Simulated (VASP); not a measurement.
```
MgI2
1.0
    2.11650    -3.66588     0.00000
    2.11650     3.66588     0.00000
    0.00000     0.00000     6.99720
Mg I
1 2
Cartesian
  0.00000   0.00000   0.00000
  2.11650   1.22196   1.69332
  2.11650  -1.22196   5.30388
```

All values below come from PBE GGA, VASP's PBE PAW potentials (set 64) (plane waves; VASP). Numerical set-up: 400 eV cut-off, 6×6×3 Γ-centred mesh, first-order Methfessel-Paxton smearing of 0.10 eV, potentials Mg I.

Q: Which forces act on the atoms, in eV/Å?

A: 
```tsv
atom	Fx	Fy	Fz
Mg1	0.000	0.000	0.000
I2	0.000	0.000	-0.221
I3	0.000	0.000	0.221
```

Q: Give the stress tensor in GPa (positive for a compressed cell).

A: 
```
-0.52   0.00   0.00
 0.00  -0.52   0.00
 0.00   0.00  -0.29
```
The pressure is its mean diagonal, -0.44 GPa.

The compound is MgI2 in the 1T layered structure. The cell was not relaxed at this level. The run is one of a series of settings (ISMEAR = 1, SIGMA = 0.1 against the base run), some of them coarse on purpose.
